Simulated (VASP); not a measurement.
Energy against volume of CdSe (zinc blende). Calculation: SCAN meta-GGA, VASP's PBE PAW potentials (set 64) (plane waves; VASP 6.6.1).

```tsv
V (Å³/atom)	E (eV/atom)
26.973	-25.91975
27.833	-25.93488
28.694	-25.93986
29.555	-25.93619
30.416	-25.92540
```

Q: Fit a third-order Birch-Murnaghan equation of state.

A: 
```yaml
volume_per_atom: 28.74 Å^3/atom
bulk_modulus: 526 kbar
pressure_derivative_of_the_bulk_modulus: 4.84
lattice_constant_a: 6.126 Å
```

Measured: a 6.077 Å (computed value off by +0.8 %), as given by arXiv:1206.3780. The calculation is for a static lattice, while the measured a holds thermal and zero-point effects, which are part of the difference.

The compound is CdSe in the zinc blende structure, whereas wurtzite is the usual form. It was relaxed first.
